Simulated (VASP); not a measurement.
**LaB6: input slips in a relaxation and what they do**

Some relaxations of LaB6 get a fault in the input on purpose. Which of them show, and how? The starting structure is a measured crystal structure from the Crystallography Open Database. The first relaxation on each setting starts from this cell expanded by 3 % in volume.

Main program and level: VASP 6.6.1; Kohn-Sham DFT with plane waves and PAW; PBEsol.

## (1) The structure

Symmetry: Pm-3m, No. 221, cubic system. Conventional cell: a = 4.157 Å, b = 4.157 Å, c = 4.157 Å, α = 90.00°, β = 90.00°, γ = 90.00°. Nearest to La lie 24 B at 3.05 Å. B has 6 B at 1.64 to 2.51 Å and 4 La at 3.05 Å nearest. Farther neighbours are not listed.

## (2) Reference relaxation

This run starts from the cell of an earlier relaxation, which isn't shown; the restart sets up the plane waves anew.

INCAR reads:

```
SYSTEM = LaB6
PREC = Accurate
ENCUT = 450
EDIFF = 1E-06
NELM = 100
ISMEAR = 0
SIGMA = 0.05
LREAL = .FALSE.
ALGO = Normal
GGA = PS
NBANDS = 21
LASPH = .TRUE.
LORBIT = 11
LWAVE = .FALSE.
LCHARG = .FALSE.
KPAR = 8
IBRION = 2
NSW = 50
ISIF = 3
EDIFFG = -0.006
```

POSCAR reads:

```
LaB6
1.0
    4.1305777478      0.0000000000      0.0000000000
    0.0000000000      4.1305777478      0.0000000000
    0.0000000000      0.0000000000      4.1305777478
La B
1 6
Direct
    0.0000000000      0.0000000000      0.0000000000
    0.5000000000      0.5000000000      0.8004444628
    0.5000000000      0.5000000000      0.1995555372
    0.5000000000      0.8004444628      0.5000000000
    0.8004444628      0.5000000000      0.5000000000
    0.5000000000      0.1995555372      0.5000000000
    0.1995555372      0.5000000000      0.5000000000
```

KPOINTS reads:

```
Automatic mesh
0
Gamma
8 8 8
0 0 0
```

PAW data sets: La and B (PBE family, release 64).

The run is started by

```bash
$ mpirun -np 8 vasp_std
```

The log of the run:

```text
[banner, memory and clock lines left out]
running    8 mpi-ranks, on    1 nodes
 distrk:  each k-point on    1 cores,    8 groups
 distr:  one band on    1 cores,    1 groups

 POSCAR found type information on POSCAR LaB
 POSCAR found :  2 types and       7 ions
|                                                                             |
|           W    W    AA    RRRRR   N    N  II  N    N   GGGG   !!!           |
|           W    W   A  A   R    R  NN   N  II  NN   N  G    G  !!!           |
|           W    W  A    A  R    R  N N  N  II  N N  N  G       !!!           |
|           W WW W  AAAAAA  RRRRR   N  N N  II  N  N N  G  GGG   !            |
|           WW  WW  A    A  R   R   N   NN  II  N   NN  G    G                |
|           W    W  A    A  R    R  N    N  II  N    N   GGGG   !!!           |
|                                                                             |
|     For optimal performance we recommend to set                             |
|       NCORE = 2 up to number-of-cores-per-socket                            |
|     NCORE specifies how many cores store one orbital (NPAR=cpu/NCORE).      |
|     This setting can greatly improve the performance of VASP for DFT.       |
|     The default, NCORE=1 might be grossly inefficient on modern             |
|     multi-core architectures or massively parallel machines. Do your        |
|     Unfortunately you need to use the default for GW and RPA                |
|     calculations (for HF NCORE is supported but not extensively tested      |
|     yet).                                                                   |
|                                                                             |

|                                                                             |
|               ----> ADVICE to this user running VASP <----                  |
|                                                                             |
|     You enforced a specific xc type in the INCAR file but a different       |
|     [... a line on the potential file left out ...]
|     I HOPE YOU KNOW WHAT YOU ARE DOING!                                     |
|                                                                             |

 LDA part: xc-table for (Slater+PW92), standard interpolation
 POSCAR, INCAR and KPOINTS ok, starting setup
 FFT: planning ... GRIDC
 FFT: planning ... GRID_SOFT
 FFT: planning ... GRID
 WAVECAR not read
 entering main loop
       N       E                     dE             d eps       ncg     rms          rms(c)
DAV:   1     0.207668130373E+03    0.20767E+03   -0.10245E+04  1518   0.157E+03
DAV:   2    -0.200547849230E+02   -0.22772E+03   -0.20464E+03  1794   0.288E+02
DAV:   3    -0.544364265622E+02   -0.34382E+02   -0.30963E+02  2208   0.139E+02
DAV:   4    -0.558273163987E+02   -0.13909E+01   -0.13876E+01  2697   0.268E+01
DAV:   5    -0.558680580567E+02   -0.40742E-01   -0.40696E-01  2287   0.363E+00    0.913E+00
DAV:   6    -0.518497867328E+02    0.40183E+01   -0.99740E+00  2255   0.176E+01    0.464E+00
DAV:   7    -0.515773908975E+02    0.27240E+00   -0.45449E+00  2522   0.111E+01    0.189E+00
DAV:   8    -0.516950437433E+02   -0.11765E+00   -0.22681E+00  2535   0.141E+01    0.146E+00
DAV:   9    -0.515530113727E+02    0.14203E+00   -0.36455E-01  2469   0.467E+00    0.676E-01
DAV:  10    -0.515321176614E+02    0.20894E-01   -0.18202E-01  2543   0.336E+00    0.119E-01
DAV:  11    -0.515337113239E+02   -0.15937E-02   -0.11631E-02  2676   0.622E-01    0.131E-01
DAV:  12    -0.515331238252E+02    0.58750E-03   -0.14591E-03  2594   0.348E-01    0.600E-02
DAV:  13    -0.515329353894E+02    0.18844E-03   -0.96990E-04  2588   0.231E-01    0.110E-02
DAV:  14    -0.515329393619E+02   -0.39725E-05   -0.47038E-05  2519   0.438E-02    0.508E-03
DAV:  15    -0.515329396899E+02   -0.32797E-06   -0.16734E-05  2748   0.318E-02    0.422E-03
DAV:  16    -0.515329396587E+02    0.31240E-07   -0.15191E-06  2109   0.108E-02
   1 F= -.51532940E+02 E0= -.51532472E+02  d E =-.515329E+02
 curvature:   0.00 expect dE= 0.000E+00 dE for cont linesearch  0.000E+00
 trial: gam= 0.00000 g(F)=  0.678E-05 g(S)=  0.502E-05 ort = 0.000E+00 (trialstep = 0.100E+01)
 search vector abs. value=  0.118E-04
 reached required accuracy - stopping structural energy minimisation
```

Elapsed: 7.8 s, on 8 MPI ranks of Intel Xeon 6975P-C (Granite Rapids), shared host; peak memory 1.6 GiB; 58 s of CPU time.

The logs omit lines about the potential files and the build; timing stands in the text.

Parts of OUTCAR (step 2):

```text
ion  position               nearest neighbor table
   1  0.000  0.000  0.000-
   2  0.500  0.500  0.800-   3 1.65   4 1.76   5 1.76   6 1.76   7 1.76
   3  0.500  0.500  0.200-   2 1.65   4 1.76   5 1.76   6 1.76   7 1.76
   4  0.500  0.800  0.500-   6 1.65   3 1.76   5 1.76   2 1.76   7 1.76
   5  0.800  0.500  0.500-   7 1.65   3 1.76   4 1.76   6 1.76   2 1.76
   6  0.500  0.200  0.500-   4 1.65   3 1.76   2 1.76   5 1.76   7 1.76
   7  0.200  0.500  0.500-   5 1.65   3 1.76   4 1.76   2 1.76   6 1.76

  LATTYP: Found a simple cubic cell.
 ALAT       =     4.1305777478

 Subroutine GETGRP returns: Found 48 space group operations
 (whereof 48 operations were pure point group operations)

The static configuration has the point symmetry O_h .

 Found     35 irreducible k-points:

   k-points           NKPTS =     35   k-points in BZ     NKDIM =     35   number of bands    NBANDS=     21

   dimension x,y,z NGX =    30 NGY =   30 NGZ =   30
   dimension x,y,z NGXF=    60 NGYF=   60 NGZF=   60

   ENCUT  =  450.0 eV  33.07 Ry    5.75 a.u.   7.14  7.14  7.14*2*pi/ulx,y,z

   NELECT =      29.0000    total number of electrons

 k-points in reciprocal lattice and weights: Automatic mesh
   0.00000000  0.00000000  0.00000000       0.002
   0.12500000  0.00000000  0.00000000       0.012
   0.25000000  0.00000000  0.00000000       0.012
   0.37500000  0.00000000  0.00000000       0.012
   0.50000000  0.00000000  0.00000000       0.006
   0.12500000  0.12500000  0.00000000       0.023
   0.25000000  0.12500000  0.00000000       0.047
   0.37500000  0.12500000  0.00000000       0.047
   0.50000000  0.12500000  0.00000000       0.023
[...]
0.50000000  0.50000000  0.37500000       0.012
   0.50000000  0.50000000  0.50000000       0.002

 average (electrostatic) potential at core
       1 -95.5372       2 -23.9344       3 -23.9344       4 -23.9344       5 -23.9344
       6 -23.9344       7 -23.9344

 E-fermi :   8.5632

 k-point     1 :       0.0000    0.0000    0.0000
  band No.  band energies     occupation
    ...
     10       1.6711      2.00000
     11       1.6711      2.00000
     12       6.7660      2.00000
     13       6.7660      2.00000
     14       6.7660      2.00000
     15       8.8574      0.00000
     16       8.8574      0.00000
     17       8.8574      0.00000
     18      10.1516      0.00000
     19      10.1516      0.00000
    ...

 k-point     2 :       0.1250    0.0000    0.0000
  band No.  band energies     occupation
    ...
     11       2.5841      2.00000
     12       6.3394      2.00000
     13       6.3394      2.00000
     14       6.8178      2.00000
     15       8.1356      2.00000
     16       9.3490      0.00000
     17       9.3490      0.00000
     18      10.2164      0.00000
     19      10.5539      0.00000
     20      10.6193      0.00000
    ...

 k-point     3 :       0.2500    0.0000    0.0000
  band No.  band energies     occupation
    ...
     11       3.8713      2.00000
     12       5.7112      2.00000
     13       5.7112      2.00000
     14       6.9515      2.00000
     15       7.1173      2.00000
     16       9.9887      0.00000
     17       9.9887      0.00000
     18      10.2858      0.00000
     19      10.6792      0.00000
     20      10.7963      0.00000
    ...

  Total        0.0155812      0.0155812      0.0155812      0.0000000      0.0000000     -0.0000000
  in kB        0.3542238      0.3542238      0.3542238      0.0000000      0.0000000     -0.0000000
  external PRESSURE =       0.3542238 kB  Pullay stress =       0.0000000 kB

  energy-cutoff  :      450.00
  volume of cell :       70.47
      direct lattice vectors                 reciprocal lattice vectors
     4.130577748  0.000000000  0.000000000     0.242096884  0.000000000  0.000000000
     0.000000000  4.130577748  0.000000000     0.000000000  0.242096884  0.000000000
     0.000000000  0.000000000  4.130577748     0.000000000  0.000000000  0.242096884

 POSITION                                       TOTAL-FORCE (eV/Angst)
 -----------------------------------------------------------------------------------
      0.00000      0.00000      0.00000         0.000000      0.000000      0.000000
      2.06529      2.06529      3.30630         0.000000      0.000000     -0.004838
      2.06529      2.06529      0.82428         0.000000      0.000000      0.004838
      2.06529      3.30630      2.06529         0.000000     -0.004838      0.000000
      3.30630      2.06529      2.06529        -0.004838      0.000000      0.000000
      2.06529      0.82428      2.06529        -0.000000      0.004838      0.000000
      0.82428      2.06529      2.06529         0.004838     -0.000000      0.000000
 -----------------------------------------------------------------------------------
    total drift:                               -0.000000      0.000000     -0.000000

  FREE ENERGIE OF THE ION-ELECTRON SYSTEM (eV)
  ---------------------------------------------------
  free  energy   TOTEN  =       -51.5329396587 eV

  energy  without entropy=      -51.5320050843  energy(sigma->0) =      -51.53247237

 reached required accuracy - stopping structural energy minimisation

 total charge
# of ion       s       p       d       f       tot
--------------------------------------------------
    1        2.007   5.641   0.655   0.223   8.526
    2        0.696   1.374   0.000   0.000   2.070
    3        0.696   1.374   0.000   0.000   2.070
    4        0.696   1.374   0.000   0.000   2.070
    5        0.696   1.374   0.000   0.000   2.070
    6        0.696   1.374   0.000   0.000   2.070
    7        0.696   1.374   0.000   0.000   2.070
--------------------------------------------------
tot          6.185  13.885   0.655   0.223  20.949

[... 3 further parts left out ...]
```

This run has no spin polarisation. Its electron count is odd, so without a moment it is a metal by construction. The PAW data sets were made with PBE, which is usual practice but a small mismatch for other functionals. The run keeps the 48 symmetry operations of its start, so it cannot find a distortion of lower symmetry.

The reference relaxation ends at 10.068 Å³ an atom.

## (3) Relaxation with a leftover external pressure of 100 kbar

A slip made on purpose: a leftover external pressure of 100 kbar. Against step 2 the input has PSTRESS = 100 (also changed: NELM).

Changes to INCAR since step 2:

```diff
@@ -4,3 +4,3 @@
 EDIFF = 1E-06
-NELM = 100
+NELM = 60
 ISMEAR = 0
@@ -20 +20,2 @@
 EDIFFG = -0.006
+PSTRESS = 100
```

POSCAR reads:

```
LaB6
1.0
    4.1981610927      0.0000000000      0.0000000000
    0.0000000000      4.1981610927      0.0000000000
    0.0000000000      0.0000000000      4.1981610927
La B
1 6
Direct
    0.0000000000      0.0000000000      0.0000000000
    0.5000000000      0.5000000000      0.8025000000
    0.5000000000      0.5000000000      0.1975000000
    0.5000000000      0.8025000000      0.5000000000
    0.8025000000      0.5000000000      0.5000000000
    0.5000000000      0.1975000000      0.5000000000
    0.1975000000      0.5000000000      0.5000000000
```

KPOINTS is that of step 2.

The run is started by

```bash
$ mpirun -np 8 vasp_std
```

The log of the run:

```text
[banner, memory and clock lines left out]
running    8 mpi-ranks, on    1 nodes
[...]
[... a notice as in an earlier step ...]

 [... a notice as in an earlier step ...]

 LDA part: xc-table for (Slater+PW92), standard interpolation
 POSCAR, INCAR and KPOINTS ok, starting setup
[...]
entering main loop
       N       E                     dE             d eps       ncg     rms          rms(c)
DAV:   1     0.203715725168E+03    0.20372E+03   -0.10119E+04  1531   0.153E+03
DAV:   2    -0.246818388401E+02   -0.22840E+03   -0.21001E+03  1885   0.282E+02
DAV:   3    -0.540886608980E+02   -0.29407E+02   -0.25755E+02  2149   0.134E+02
DAV:   4    -0.552533706943E+02   -0.11647E+01   -0.11528E+01  2734   0.227E+01
[...]
DAV:  14    -0.514198023624E+02   -0.33605E-05   -0.32527E-05  2248   0.352E-02    0.485E-03
DAV:  15    -0.514198022427E+02    0.11971E-06   -0.19353E-05  2751   0.353E-02    0.413E-03
DAV:  16    -0.514198020962E+02    0.14653E-06   -0.11507E-06  1905   0.940E-03
   1 F= -.46801666E+02 E0= -.46801161E+02  d E =-.468017E+02
[... from here on, the cycles between the ionic steps are left out ...]
   2 F= -.46697326E+02 E0= -.46696876E+02  d E =0.104340E+00
   3 F= -.47226720E+02 E0= -.47226268E+02  d E =-.425054E+00
   4 F= -.47226862E+02 E0= -.47226410E+02  d E =-.425196E+00
   5 F= -.47179906E+02 E0= -.47179328E+02  d E =0.469554E-01
   6 F= -.47247360E+02 E0= -.47246885E+02  d E =-.204985E-01
   7 F= -.47247358E+02 E0= -.47246883E+02  d E =-.204966E-01
   8 F= -.47247328E+02 E0= -.47246854E+02  d E =0.307426E-04
   9 F= -.47247376E+02 E0= -.47246901E+02  d E =-.175029E-04
[...]
reached required accuracy - stopping structural energy minimisation
```

Wall time 37 s (8 MPI ranks); peak memory 1.8 GiB; 4.8 min of CPU time.

Parts of OUTCAR (step 3):

```text
  Total        4.1730260      4.1730260      4.1730260      0.0000000      0.0000000      0.0000000
  in kB       99.7537750     99.7537750     99.7537750      0.0000000      0.0000000      0.0000000
  external PRESSURE =      -0.2462250 kB  Pullay stress =     100.0000000 kB

 POSITION                                       TOTAL-FORCE (eV/Angst)
 -----------------------------------------------------------------------------------
     -0.00000      0.00000      4.06204        -0.000000      0.000000      0.000000
      2.03102      2.03102      3.25382        -0.000000      0.000000      0.003207
      2.03102      2.03102      0.80822        -0.000000      0.000000     -0.003207
      2.03102      3.25382      2.03102        -0.000000      0.003207      0.000000
      3.25382      2.03102      2.03102         0.003207      0.000000      0.000000
      2.03102      0.80822      2.03102        -0.000000     -0.003207     -0.000000
      0.80822      2.03102      2.03102        -0.003207     -0.000000     -0.000000
 -----------------------------------------------------------------------------------
    total drift:                               -0.000000      0.000000      0.000000

  FREE ENERGIE OF THE ION-ELECTRON SYSTEM (eV)
  ---------------------------------------------------
  free  energy   TOTEN  =       -51.4307023248 eV

  energy  without entropy=      -51.4297526819  energy(sigma->0) =      -51.43022750

[... 2 parts as in an earlier step ...]

[... 2 further parts left out ...]
[key lines of the parts left out:]
E-fermi :   9.0167
```

Logs of long relaxations may skip ionic steps without a mark.

With a leftover external pressure of 100 kbar the cell ends at 9.575 Å³ an atom, -4.90 % from the reference.

## (4) Relaxation with one electron too many

A slip made on purpose: one electron too many. Against step 2 the input has NELECT = 30 (also changed: NELM).

Changes to INCAR since step 3:

```diff
@@ -20,2 +20,2 @@
 EDIFFG = -0.006
-PSTRESS = 100
+NELECT = 30
```

POSCAR is that of step 3.

KPOINTS is that of step 3.

The run is started by

```bash
$ mpirun -np 8 vasp_std
```

The log of the run:

```text
[... set-up lines as in an earlier step ...]
 entering main loop
       N       E                     dE             d eps       ncg     rms          rms(c)
DAV:   1     0.220320358391E+03    0.22032E+03   -0.10746E+04  1531   0.164E+03
DAV:   2    -0.139657577622E+02   -0.23429E+03   -0.21610E+03  1885   0.291E+02
DAV:   3    -0.454854685814E+02   -0.31520E+02   -0.28485E+02  2149   0.138E+02
DAV:   4    -0.468197672010E+02   -0.13343E+01   -0.13113E+01  2734   0.241E+01
DAV:   5    -0.468670480757E+02   -0.47281E-01   -0.46996E-01  2246   0.362E+00BRMIX: very serious problems
 the old and the new charge density differ
 old charge density:    29.00000 new   30.00000
BRMIX: very serious problems
 the old and the new charge density differ
 old charge density:    29.00000 new   30.00000
BRMIX: very serious problems
 the old and the new charge density differ
BRMIX: very serious problems
 the old and the new charge density differ
 old charge density:    29.00000 new   30.00000
BRMIX: very serious problems
 the old and the new charge density differ
 old charge density:    29.00000 new   30.00000
[...]
DAV:   7    -0.428429621203E+02    0.24413E+00   -0.24706E+00  2495   0.107E+01    0.223E+00
DAV:   8    -0.428253118981E+02    0.17650E-01   -0.99579E-02  2668   0.187E+00    0.111E+00
DAV:   9    -0.428226295483E+02    0.26823E-02   -0.16354E-02  2338   0.784E-01    0.231E-01
DAV:  10    -0.428226168710E+02    0.12677E-04   -0.22942E-03  2507   0.380E-01    0.406E-02
DAV:  11    -0.428226660457E+02   -0.49175E-04   -0.17136E-04  2692   0.773E-02    0.288E-02
DAV:  12    -0.428227104328E+02   -0.44387E-04   -0.23530E-04  2002   0.843E-02    0.843E-03
DAV:  13    -0.428227104604E+02   -0.27632E-07   -0.70845E-05  2901   0.520E-02    0.576E-03
DAV:  14    -0.428227108078E+02   -0.34741E-06   -0.71416E-06  2253   0.196E-02
   1 F= -.42822711E+02 E0= -.42820130E+02  d E =-.428227E+02
[...]
2 F= -.42995688E+02 E0= -.42993403E+02  d E =-.172977E+00
[...]
3 F= -.43039963E+02 E0= -.43037472E+02  d E =-.217253E+00
[...]
4 F= -.43039889E+02 E0= -.43037406E+02  d E =-.217178E+00
[...]
5 F= -.43039963E+02 E0= -.43037440E+02  d E =-.742534E-04
[...]
6 F= -.43039988E+02 E0= -.43037478E+02  d E =-.985439E-04
[...]
reached required accuracy - stopping structural energy minimisation
```

It took 26 s on 8 MPI ranks; peak memory 1.8 GiB; 3.3 min of CPU time.

OUTCAR, selected parts (step 4):

```text
  Total       -0.0221017     -0.0221017     -0.0221017     -0.0000000     -0.0000000      0.0000000
  in kB       -0.4432250     -0.4432250     -0.4432250     -0.0000000     -0.0000000      0.0000000
  external PRESSURE =      -0.4432250 kB  Pullay stress =       0.0000000 kB

 POSITION                                       TOTAL-FORCE (eV/Angst)
 -----------------------------------------------------------------------------------
      0.00000      4.30696      0.00000         0.000000     -0.000000      0.000000
      2.15348      2.15348      3.44490        -0.000000     -0.000000     -0.005426
      2.15348      2.15348      0.86206         0.000000      0.000000      0.005426
      2.15348      3.44490      2.15348        -0.000000     -0.005426      0.000000
      3.44490      2.15348      2.15348        -0.005426     -0.000000      0.000000
      2.15348      0.86206      2.15348         0.000000      0.005426      0.000000
      0.86206      2.15348      2.15348         0.005426      0.000000      0.000000
 -----------------------------------------------------------------------------------
    total drift:                                0.000000     -0.000000     -0.000000

  FREE ENERGIE OF THE ION-ELECTRON SYSTEM (eV)
  ---------------------------------------------------
  free  energy   TOTEN  =       -43.0399875556 eV

  energy  without entropy=      -43.0349675108  energy(sigma->0) =      -43.03747753

[... 2 parts as in an earlier step ...]

[... 2 further parts left out ...]
[key lines of the parts left out:]
E-fermi :   8.1865
```

With one electron too many the cell ends at 11.413 Å³ an atom, +13.37 % from the reference.

(Part 1 of 2 ends here.)

[Lines on the potential files, build, host, timing and source positions are cut from VASP's logs without a mark.]

[Logs are printed without paths, hosts, clocks, repeated set-up lines and the standing remarks that a program may print on its own settings, such as how far it seeks lower states.]

[Hosts, paths, dates, database ids (printed as entryN), source tags and the programs' standing remarks are cut or masked in the printed files.]
